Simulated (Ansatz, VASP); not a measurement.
## Ga2S3: VASP beside Ansatz

One calculation is typed for both programs; each brings its own data sets. How far apart do they land? The cell is taken from a series of runs on this material, whose earlier steps may have relaxed, scaled, displaced or heated it; both programs get it as it stands.

Program: Ansatz 0.2.0. Level of theory: plane waves, with VASP 6.6.1 beside it; dielectric response at LDA. Results are calculated unless marked as measured.

## 1. The structure

The structure is monoclinic, space group Cc (No. 9). Conventional cell: a = 11.107 Å, b = 6.395 Å, c = 7.021 Å, α = 90.00°, β = 121.17°, γ = 90.00°. Nearest to Ga lie 4 S at 2.19 to 2.33 Å. Nearest to Ga lie 4 S at 2.20 to 2.32 Å. Nearest to S lie 2 Ga at 2.19 to 2.20 Å. Nearest to S lie 3 Ga at 2.31 to 2.32 Å. Nearest to S lie 3 Ga at 2.31 to 2.33 Å. Farther neighbours and most contacts between anions are not listed.

As a file:

```xyz
10
Lattice="5.5535 -3.1975 0.0000 5.5535 3.1975 0.0000 -3.6339 0.0000 6.0074" Properties=species:S:1:pos:R:3 pbc="T T T"
Ga    5.5668   -0.6245    0.7516
Ga    3.7498    0.6245    3.7554
Ga    1.8042   -0.4345    0.6944
Ga   -0.0127    0.4345    3.6981
S     1.9229   -2.6469    5.9101
S     3.7399    2.6469    2.9064
S     1.9353   -0.5915    3.0031
S     0.1184    0.5915    6.0068
S     7.4567    0.5372    0.0505
S     5.6397   -0.5372    3.0542
```

## 2. VASP: dielectric response, LDA

The response to a field tests empty states and converges slowly with the mesh.

Lines of VASP's logs that name or quote its potential files are left out, and so is its time.

Contents of INCAR:

```
SYSTEM = Ga2S3
PREC = Accurate
ENCUT = 400
EDIFF = 1E-08
NELM = 120
ISMEAR = 0
SIGMA = 0.01
LREAL = .FALSE.
ALGO = Normal
GGA = CA
NBANDS = 54
LORBIT = 11
LWAVE = .FALSE.
LCHARG = .FALSE.
ISIF = 2
LEPSILON = .TRUE.
LASPH = .TRUE.
GGA_COMPAT = .FALSE.
EFERMI = MIDGAP
KPAR = 2
```

Contents of POSCAR:

```
Ga2S3
1.0
    5.5535000000     -3.1975000000      0.0000000000
    5.5535000000      3.1975000000      0.0000000000
   -3.6339226554      0.0000000000      6.0074160114
Ga S
4 6
Direct
    0.6397900000      0.4444700000      0.1251200000
    0.4444700000      0.6397900000      0.6251200000
    0.2682000000      0.1323200000      0.1155900000
    0.1323200000      0.2682000000      0.6155900000
    0.9089000000      0.0811000000      0.9838000000
    0.0811000000      0.9089000000      0.4838000000
    0.4303000000      0.2453000000      0.4999000000
    0.2453000000      0.4303000000      0.9999000000
    0.5901000000      0.7581000000      0.0084000000
    0.7581000000      0.5901000000      0.5084000000
```

Contents of KPOINTS:

```
Automatic mesh
0
Gamma
4 4 4
0 0 0
```

Potentials, in the order of the species: Ga_d and S (LDA family, release 64).

On the command line:

```
$ mpirun -np 2 vasp_std
```

Numbers of over 12 decimals in the logs are rounded to 6 here.

Log:

```text
[banner, memory and clock lines left out]
running    2 mpi-ranks, on    1 nodes
 distrk:  each k-point on    1 cores,    2 groups
 distr:  one band on    1 cores,    1 groups

 POSCAR found type information on POSCAR GaS
 POSCAR found :  2 types and      10 ions
 LDA part: xc-table for (Slater(with rela. corr.)+CA(PZ))
 , standard interpolation
 POSCAR, INCAR and KPOINTS ok, starting setup
 FFT: planning ... GRIDC
 FFT: planning ... GRID_SOFT
 FFT: planning ... GRID
 WAVECAR not read
 entering main loop
       N       E                     dE             d eps       ncg     rms          rms(c)
DAV:   1     0.834466633960E+03    0.83447E+03   -0.33608E+04  2806   0.193E+03
DAV:   2     0.107024292460E+03   -0.72744E+03   -0.70017E+03  2840   0.553E+02
DAV:   3    -0.392412500710E+02   -0.14627E+03   -0.14092E+03  3122   0.175E+02
DAV:   4    -0.508041578359E+02   -0.11563E+02   -0.11481E+02  3432   0.520E+01
DAV:   5    -0.511664610720E+02   -0.36230E+00   -0.36158E+00  3640   0.932E+00    0.157E+01
DAV:   6    -0.493857046521E+02    0.17808E+01   -0.31421E+00  4046   0.274E+01    0.109E+01
DAV:   7    -0.492267290905E+02    0.15898E+00   -0.19236E+00  3664   0.705E+00    0.290E+00
DAV:   8    -0.492043893057E+02    0.22340E-01   -0.41719E-01  3284   0.651E+00    0.182E+00
DAV:   9    -0.492030772853E+02    0.13120E-02   -0.46134E-02  3640   0.221E+00    0.389E-01
DAV:  10    -0.492024672244E+02    0.61006E-03   -0.73840E-03  3730   0.107E+00    0.147E-01
DAV:  11    -0.492027312599E+02   -0.26404E-03   -0.32790E-03  3148   0.801E-01    0.106E-01
DAV:  12    -0.492027569212E+02   -0.25661E-04   -0.61542E-04  3228   0.645E-01    0.625E-02
DAV:  13    -0.492027819068E+02   -0.24986E-04   -0.30603E-04  4028   0.151E-01    0.311E-02
DAV:  14    -0.492027858609E+02   -0.39542E-05   -0.41176E-05  3326   0.512E-02    0.135E-02
DAV:  15    -0.492027860242E+02   -0.16323E-06   -0.39310E-06  3824   0.564E-02    0.388E-03
DAV:  16    -0.492027862100E+02   -0.18586E-06   -0.21299E-06  4054   0.152E-02    0.129E-03
DAV:  17    -0.492027862244E+02   -0.14410E-07   -0.22470E-07  2960   0.361E-03    0.718E-04
DAV:  18    -0.492027862258E+02   -0.14006E-08   -0.18876E-08  1856   0.350E-03
   1 F= -.49202786E+02 E0= -.49202786E+02  d E =0.000000E+00
 Linear response reoptimize wavefunctions to high precision
DAV:   1    -0.492027862258E+02    0.60027E-10   -0.67457E-09  1718   0.192E-03
DAV:   2    -0.492027862263E+02   -0.49477E-09   -0.46109E-09  1692   0.433E-04
DAV:   3    -0.492027862264E+02   -0.12369E-09   -0.11693E-09  1698   0.228E-04
 Linear response G [H, r] |phi>, progress :
  Direction:   1
       N       E                     dE             d eps       ncg     rms
RMM:   1    -0.195478182085E+03   -0.19548E+03    0.90391E+02  2993   0.324E+02
RMM:   2    -0.218226301591E+03   -0.22748E+02   -0.59665E+02  5012   0.710E+01
RMM:   3    -0.240614742476E+03   -0.22388E+02   -0.13858E+02  5442   0.255E+01
RMM:   4    -0.242198486986E+03   -0.15837E+01   -0.71702E+00  5493   0.834E+00
RMM:   5    -0.242277704310E+03   -0.79217E-01   -0.87821E-01  5464   0.277E+00
RMM:   6    -0.242290996463E+03   -0.13292E-01   -0.17301E-01  5525   0.105E+00
RMM:   7    -0.242293937644E+03   -0.29412E-02   -0.29855E-02  5701   0.404E-01
RMM:   8    -0.242294324183E+03   -0.38654E-03   -0.45892E-03  5817   0.172E-01
RMM:   9    -0.242294604975E+03   -0.28079E-03   -0.61583E-04  6020   0.770E-02
RMM:  10    -0.242294705515E+03   -0.10054E-03   -0.20882E-04  6097   0.379E-02
RMM:  11    -0.242294735669E+03   -0.30154E-04   -0.13342E-04  6189   0.208E-02
RMM:  12    -0.242294732865E+03    0.28036E-05   -0.19978E-05  6138   0.135E-02
RMM:  13    -0.242294732939E+03   -0.74054E-07    0.10972E-06  6236   0.106E-02
RMM:  14    -0.242294743085E+03   -0.10145E-04   -0.83651E-05  6133   0.921E-03
RMM:  15    -0.242294734636E+03    0.84485E-05   -0.58735E-06  6067   0.871E-03
RMM:  16    -0.242294743183E+03   -0.85471E-05   -0.80852E-05  5964   0.843E-03
RMM:  17    -0.242294739139E+03    0.40444E-05   -0.51379E-05  6015   0.838E-03
 Linear response G [H, r] |phi>, progress :
  Direction:   2
       N       E                     dE             d eps       ncg     rms
RMM:   1    -0.197796939495E+03   -0.19780E+03    0.86891E+02  2996   0.329E+02
RMM:   2    -0.230468448433E+03   -0.32672E+02   -0.72989E+02  5031   0.707E+01
RMM:   3    -0.246524953292E+03   -0.16057E+02   -0.20278E+02  5446   0.257E+01
RMM:   4    -0.243221600051E+03    0.33034E+01   -0.13304E+01  5493   0.864E+00
RMM:   5    -0.242696253868E+03    0.52535E+00    0.30851E-01  5471   0.289E+00
RMM:   6    -0.242558617967E+03    0.13764E+00    0.26907E+00  5559   0.109E+00
RMM:   7    -0.242776483688E+03   -0.21787E+00    0.72896E-01  5735   0.424E-01
RMM:   8    -0.242760090237E+03    0.16393E-01    0.93094E-01  5949   0.185E-01
RMM:   9    -0.242835079913E+03   -0.74990E-01    0.18988E-01  6076   0.835E-02
RMM:  10    -0.242831557200E+03    0.35227E-02    0.22708E-01  6147   0.423E-02
[...]
RMM:  10    -0.362861547917E+01   -0.49873E-07   -0.65825E-07  5289   0.114E-03
RMM:  11    -0.362861551077E+01   -0.31601E-07   -0.57801E-07  5217   0.690E-04
RMM:  12    -0.362861553474E+01   -0.23970E-07   -0.80487E-07  4737   0.531E-04
RMM:  13    -0.362861552393E+01    0.10811E-07   -0.43065E-07  4174   0.478E-04
[...]
RMM:  12    -0.369495213283E+01    0.24024E-07   -0.63059E-07  4732   0.511E-04
RMM:  13    -0.369495215929E+01   -0.26466E-07   -0.22617E-06  4187   0.448E-04
RMM:  14    -0.369495215073E+01    0.85653E-08    0.11950E-06  4076   0.428E-04
RMM:  15    -0.369495215996E+01   -0.92373E-08   -0.30565E-06  4029   0.422E-04
RMM:  16    -0.369495215504E+01    0.49260E-08   -0.79327E-07  3974   0.419E-04
 change of polarisation eV/A/(eV/A) component  3 :     0.093    -0.191     7.390
 dielectric tensor                  component  3 :     0.079    -0.162     7.268
 Linear response to external field, progress :
  Direction:   1
       N       E                     dE             d eps       ncg     rms          rms(c)
RMM:   1    -0.739724588239E+00   -0.73972E+00    0.13741E+01  2912   0.113E+01
RMM:   2    -0.355946640955E+01   -0.28197E+01   -0.29251E+00  5368   0.334E+00    0.396E+00
RMM:   3    -0.320771924448E+01    0.35175E+00   -0.70034E-01  5278   0.209E+00    0.185E+00
RMM:   4    -0.322025817753E+01   -0.12539E-01   -0.28181E-01  5386   0.135E+00    0.660E-01
RMM:   5    -0.325576628417E+01   -0.35508E-01   -0.18041E-02  5247   0.465E-01    0.258E-01
RMM:   6    -0.328071092722E+01   -0.24945E-01   -0.30824E-03  5355   0.202E-01    0.810E-02
RMM:   7    -0.328084239992E+01   -0.13147E-03   -0.32431E-04  5121   0.880E-02    0.314E-02
RMM:   8    -0.328263599533E+01   -0.17936E-02   -0.18278E-04  5217   0.364E-02    0.201E-02
RMM:   9    -0.328276059026E+01   -0.12459E-03    0.10442E-05  5465   0.153E-02    0.746E-03
RMM:  10    -0.328299989886E+01   -0.23931E-03   -0.13777E-05  5378   0.668E-03    0.301E-03
RMM:  11    -0.328298953504E+01    0.10364E-04    0.83712E-06  5519   0.266E-03    0.130E-03
RMM:  12    -0.328299994388E+01   -0.10409E-04   -0.20423E-07  5274   0.123E-03    0.650E-04
RMM:  13    -0.328298941536E+01    0.10529E-04    0.51713E-06  5465   0.762E-04    0.254E-04
RMM:  14    -0.328299279708E+01   -0.33817E-05    0.34571E-07  5053   0.517E-04    0.173E-04
RMM:  15    -0.328299195034E+01    0.84674E-06    0.69888E-07  4916   0.428E-04    0.339E-05
RMM:  16    -0.328299271337E+01   -0.76302E-06    0.52491E-06  4393   0.389E-04    0.141E-05
RMM:  17    -0.328299248810E+01    0.22526E-06    0.80506E-07  3749   0.373E-04    0.284E-05
RMM:  18    -0.328299232748E+01    0.16063E-06    0.34383E-06  3621   0.374E-04    0.927E-06
 change of polarisation eV/A/(eV/A) component  1 :     6.207     0.083    -0.167
 dielectric tensor                  component  1 :     6.264     0.071    -0.142
 Linear response to external field, progress :
  Direction:   2
       N       E                     dE             d eps       ncg     rms          rms(c)
RMM:   1    -0.718206992680E+00   -0.71821E+00    0.14154E+01  4323   0.115E+01
RMM:   2    -0.358942549195E+01   -0.28712E+01   -0.31191E+00  8064   0.337E+00    0.403E+00
RMM:   3    -0.324934699179E+01    0.34008E+00   -0.67860E-01  7926   0.211E+00    0.189E+00
RMM:   4    -0.326598599165E+01   -0.16639E-01   -0.30836E-01  8107   0.142E+00    0.643E-01
RMM:   5    -0.329726233335E+01   -0.31276E-01   -0.17681E-02  7924   0.485E-01    0.268E-01
RMM:   6    -0.332326147181E+01   -0.25999E-01   -0.12413E-03  8000   0.223E-01    0.841E-02
RMM:   7    -0.332237764651E+01    0.88383E-03   -0.34630E-04  7617   0.912E-02    0.367E-02
RMM:   8    -0.332428193489E+01   -0.19043E-02   -0.27521E-04  7976   0.403E-02    0.207E-02
RMM:   9    -0.332451147133E+01   -0.22954E-03   -0.50631E-05  8038   0.162E-02    0.981E-03
RMM:  10    -0.332480988913E+01   -0.29842E-03    0.98004E-06  8389   0.939E-03    0.389E-03
RMM:  11    -0.332479253390E+01    0.17355E-04    0.11601E-04  7913   0.385E-03    0.195E-03
RMM:  12    -0.332479491886E+01   -0.23850E-05    0.48069E-05  7907   0.158E-03    0.760E-04
RMM:  13    -0.332479114383E+01    0.37750E-05    0.22233E-05  8404   0.871E-04    0.566E-04
RMM:  14    -0.332478553077E+01    0.56131E-05    0.60879E-05  7928   0.539E-04    0.192E-04
RMM:  15    -0.332478989634E+01   -0.43656E-05    0.39566E-05  8123   0.433E-04    0.120E-04
RMM:  16    -0.332478970916E+01    0.18718E-06    0.39138E-05  6729   0.371E-04    0.199E-05
RMM:  17    -0.332478932943E+01    0.37973E-06    0.48011E-05  5568   0.355E-04    0.215E-05
RMM:  18    -0.332479034087E+01   -0.10114E-05    0.29148E-05  5356   0.350E-04    0.130E-05
RMM:  19    -0.332478783061E+01    0.25103E-05    0.62914E-05  5376   0.351E-04    0.482E-06
 change of polarisation eV/A/(eV/A) component  2 :    -0.000     6.290     0.000
 dielectric tensor                  component  2 :    -0.000     6.335     0.000
 Linear response to external field, progress :
  Direction:   3
       N       E                     dE             d eps       ncg     rms          rms(c)
RMM:   1    -0.688501367553E+00   -0.68850E+00    0.14600E+01  2927   0.115E+01
RMM:   2    -0.361698881256E+01   -0.29285E+01   -0.28169E+00  5358   0.331E+00    0.388E+00
RMM:   3    -0.334190121883E+01    0.27509E+00   -0.56750E-01  5244   0.193E+00    0.187E+00
RMM:   4    -0.336346272403E+01   -0.21562E-01   -0.27860E-01  5351   0.136E+00    0.599E-01
RMM:   5    -0.339596911824E+01   -0.32506E-01   -0.18431E-02  5308   0.450E-01    0.261E-01
RMM:   6    -0.342068306677E+01   -0.24714E-01   -0.25885E-03  5355   0.190E-01    0.797E-02
RMM:   7    -0.342063988639E+01    0.43180E-04   -0.79923E-04  5145   0.837E-02    0.299E-02
RMM:   8    -0.342214854663E+01   -0.15087E-02   -0.67554E-05  5204   0.334E-02    0.167E-02
RMM:   9    -0.342234972115E+01   -0.20117E-03   -0.47613E-05  5431   0.147E-02    0.431E-03
RMM:  10    -0.342251839659E+01   -0.16868E-03   -0.17890E-05  5441   0.544E-03    0.205E-03
RMM:  11    -0.342250960177E+01    0.87948E-05   -0.23495E-06  5483   0.226E-03    0.673E-04
RMM:  12    -0.342250906145E+01    0.54032E-06   -0.44936E-06  5280   0.122E-03    0.472E-04
RMM:  13    -0.342250315239E+01    0.59091E-05   -0.18601E-06  5822   0.697E-04    0.221E-04
RMM:  14    -0.342250376304E+01   -0.61065E-06   -0.39196E-06  4724   0.447E-04    0.122E-04
RMM:  15    -0.342250266585E+01    0.10972E-05   -0.49902E-06  4384   0.373E-04    0.263E-05
RMM:  16    -0.342250279255E+01   -0.12670E-06   -0.36984E-07  3771   0.345E-04    0.147E-05
RMM:  17    -0.342250244254E+01    0.35001E-06   -0.28290E-06  3649   0.340E-04    0.568E-06
 change of polarisation eV/A/(eV/A) component  3 :    -0.168    -0.188     6.478
 dielectric tensor                  component  3 :    -0.142    -0.160     6.494
 Born effective charges drift removed
```

Parts of OUTCAR (step 2):

```text
ion  position               nearest neighbor table
   1  0.640  0.444  0.125-   5 2.19  10 2.31   8 2.31   9 2.33
   2  0.444  0.640  0.625-   6 2.19   9 2.31   7 2.31  10 2.33
   3  0.268  0.132  0.116-   5 2.20   8 2.31   7 2.32   9 2.32
   4  0.132  0.268  0.616-   6 2.20   7 2.31   8 2.32  10 2.32
   5  0.909  0.081  0.984-   1 2.19   3 2.20
   6  0.081  0.909  0.484-   2 2.19   4 2.20
   7  0.430  0.245  0.500-   4 2.31   2 2.31   3 2.32
   8  0.245  0.430  1.000-   3 2.31   1 2.31   4 2.32
   9  0.590  0.758  0.008-   2 2.31   3 2.32   1 2.33
  10  0.758  0.590  0.508-   1 2.31   4 2.32   2 2.33

  LATTYP: Found a base centered monoclinic cell.
 ALAT       =    11.1070000000
 B/A-ratio  =     0.5757630323
 C/A-ratio  =     0.6321238858
 COS(beta)  =    -0.5175790707

 Subroutine GETGRP returns: Found  2 space group operations
 (whereof  1 operations were pure point group operations)

The static configuration has the point symmetry C_1 .
 The point group associated with its full space group is C_1h.

 Found     24 irreducible k-points:

   k-points           NKPTS =     24   k-points in BZ     NKDIM =     24   number of bands    NBANDS=     54

   dimension x,y,z NGX =    42 NGY =   42 NGZ =   48
   dimension x,y,z NGXF=    84 NGYF=   84 NGZF=   96

   ENCUT  =  400.0 eV  29.40 Ry    5.42 a.u.  10.45 10.45 11.45*2*pi/ulx,y,z

   NELECT =      88.0000    total number of electrons

 k-points in reciprocal lattice and weights: Automatic mesh
   0.00000000  0.00000000  0.00000000       0.016
   0.25000000  0.00000000  0.00000000       0.062
   0.50000000  0.00000000  0.00000000       0.031
   0.25000000  0.25000000  0.00000000       0.031
   0.50000000  0.25000000  0.00000000       0.062
  -0.25000000  0.25000000  0.00000000       0.031
   0.50000000  0.50000000  0.00000000       0.016
   0.00000000  0.00000000  0.25000000       0.031
   0.25000000  0.00000000  0.25000000       0.062
[...]
-0.25000000  0.25000000  0.50000000       0.031
   0.50000000  0.50000000  0.50000000       0.016

 average (electrostatic) potential at core
       1 -67.8519       2 -67.8519       3 -67.8433       4 -67.8433       5 -87.5261
       6 -87.5261       7 -88.4325       8 -88.4325       9 -88.4078      10 -88.4078

  Total       -2.4945932     -2.2983781     -2.3796273      0.0000000      0.0000000      0.1693802
  in kB      -18.7333431    -17.2598500    -17.8699974      0.0000000      0.0000000      1.2719742
  external PRESSURE =     -17.9543968 kB  Pullay stress =       0.0000000 kB

  energy-cutoff  :      400.00
  volume of cell :      213.35
      direct lattice vectors                 reciprocal lattice vectors
     5.553500000 -3.197500000  0.000000000     0.090033312 -0.156372166  0.054461701
     5.553500000  3.197500000  0.000000000     0.090033312  0.156372166  0.054461701
    -3.633922655  0.000000000  6.007416011     0.000000000  0.000000000  0.166460921

 POSITION                                       TOTAL-FORCE (eV/Angst)
 -----------------------------------------------------------------------------------
      5.56676     -0.62454      0.75165        -0.027083      0.039639     -0.033960
      3.74980      0.62454      3.75536        -0.027083     -0.039639     -0.033960
      1.80424     -0.43448      0.69440         0.015777      0.030344     -0.025188
     -0.01272      0.43448      3.69811         0.015777     -0.030344     -0.025188
      1.92291     -2.64689      5.91010         0.036622     -0.020948     -0.020732
      3.73987      2.64689      2.90639         0.036622      0.020948     -0.020732
      1.93535     -0.59154      3.00311         0.000478      0.006054      0.032837
      0.11839      0.59154      6.00682         0.000478     -0.006054      0.032837
      7.45670      0.53718      0.05046        -0.025794     -0.014881      0.047042
      5.63974     -0.53718      3.05417        -0.025794      0.014881      0.047042
 -----------------------------------------------------------------------------------
    total drift:                               -0.000366     -0.000000     -0.000846

 MACROSCOPIC STATIC DIELECTRIC TENSOR (including local field effects in DFT)
 ------------------------------------------------------
           6.264220     0.000000    -0.142148
           0.000000     6.335016     0.000000
          -0.141520     0.000000     6.493924
 ------------------------------------------------------

 PIEZOELECTRIC TENSOR (including local field effects)  for field in x, y, z        (C/m^2)
          XX          YY          ZZ          XY          YZ          ZX
  --------------------------------------------------------------------------------
  x    -0.09654    -0.03829     0.05167     0.00000     0.00000     0.31518
  y     0.00000     0.00000     0.00000    -0.02325     0.31621     0.00000
  z     0.35646     0.26601    -0.69288     0.00000     0.00000    -0.06482

 BORN EFFECTIVE CHARGES (including local field effects) (in |e|, cummulative output)
 ---------------------------------------------------------------------------------
 ion    1
    1     2.53851    -0.54527    -0.38128
    2     0.55269     2.57483    -0.13641
    3    -0.02025    -0.44132     2.70402
 ion    2
    1     2.53851     0.54527    -0.38128
    2    -0.55269     2.57483     0.13641
    3    -0.02025     0.44132     2.70402
 ion    3
    1     2.55290     0.42557     0.02762
    2    -0.63732     2.59537     0.30479
    3    -0.28418     0.22340     2.73482
 ion    4
    1     2.55290    -0.42557     0.02762
    2     0.63732     2.59537    -0.30479
    3    -0.28418    -0.22340     2.73482
 ion    5
    1    -1.49880     0.60438    -0.14765
    2     0.52713    -2.12553    -0.07351
    3    -0.16666     0.02471    -1.17497
 ion    6
    1    -1.49880    -0.60438    -0.14765
    2    -0.52713    -2.12553     0.07351
    3    -0.16666    -0.02471    -1.17497
 ion    7
    1    -2.26048    -0.11570    -0.05350
    2    -0.03773    -0.98511    -0.42971
    3     0.05151    -0.49243    -2.15120
 ion    8
    1    -2.26048     0.11570    -0.05350
    2     0.03773    -0.98511     0.42971
    3     0.05151     0.49243    -2.15120
 ion    9
    1    -1.33214    -0.60438     0.55482
    2    -0.50822    -2.05956    -0.12434
    3     0.41957    -0.17656    -2.11267
 ion   10
    1    -1.33214     0.60438     0.55482
    2     0.50822    -2.05956     0.12434
    3     0.41957     0.17656    -2.11267
```

[end of part 1 of 2]

[Lines on the potential files, build, host, timing and source positions are cut from VASP's logs without a mark.]

[Logs are printed without paths, hosts, clocks, repeated set-up lines and the standing remarks that a program may print on its own settings, such as how far it seeks lower states.]

[Hosts, paths, dates, database ids (printed as entryN), source tags and the programs' standing remarks are cut or masked in the printed files.]
